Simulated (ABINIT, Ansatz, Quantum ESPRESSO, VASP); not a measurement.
**One structure in several programs: CaBr2 (Pnnm, 6 atoms in the cell)**

Self-consistent single point.

```
CaBr2
1.0
    6.65497     0.00000     0.00000
    0.00000     6.90553     0.00000
    0.00000     0.00000     4.36577
Ca Br
2 4
Direct
  0.00000   0.00000   0.00000
  0.50000   0.50000   0.50000
  0.27545   0.32747   0.00000
  0.72455   0.67253   0.00000
  0.77545   0.17253   0.50000
  0.22455   0.82747   0.50000
```

Shared settings, as Ansatz (a program for electronic structure) writes them: kpoints.mp_grid.grid = 1 1 2; scf.occupations.method = fixed. Potentials and cutoffs stand in the table.

| code | model | pressure (GPa) | largest force (eV/Å) | cutoff |
|---|---|---|---|---|
| ABINIT | PBEsol, norm-conserving pseudopotentials (PseudoDojo nc-sr-04 PBEsol standard) | -0.79 | 0.077 | 68 Ry |
| Quantum ESPRESSO | PBEsol, GBRV 1.5 ultrasoft (PBESOL) pseudopotentials | -0.78 | 0.077 | 40 Ry |
| VASP | PBEsol, VASP's PBE PAW potentials (set 64) | -0.72 | 0.072 | 300 eV |
| Ansatz | PBEsol, PAW files made with PBE | -0.77 | 0.076 | default |

The spread over the programs that give each value: pressure within 0.07 GPa; largest force within 0.005 eV/Å.

Ansatz's pressure is given at a fixed set of plane waves, as the other plane-wave codes print theirs.

On the base mesh (2 2 3) the same programs gave: Ansatz pressure -0.94 GPa, gap on the mesh 4.459 eV; ABINIT pressure -0.96 GPa; Quantum ESPRESSO pressure -0.95 GPa, gap on the mesh 4.457 eV; VASP pressure -0.89 GPa.

VASP's run is marked for a possible Pulay error in its stress at this cutoff; no cutoff test was made.

VASP ran the fixed occupations as a Gaussian smearing of 0.01 eV.

The starting cell comes from a database of computed structures (which also holds hypothetical and non-ambient phases and stackings), without a prior relaxation at this level.

Left out of this page: CP2K (on another mesh); Elk, FLEUR and SIESTA (not drawn, or without a comparable value).

Keys are those of Ansatz 0.2.
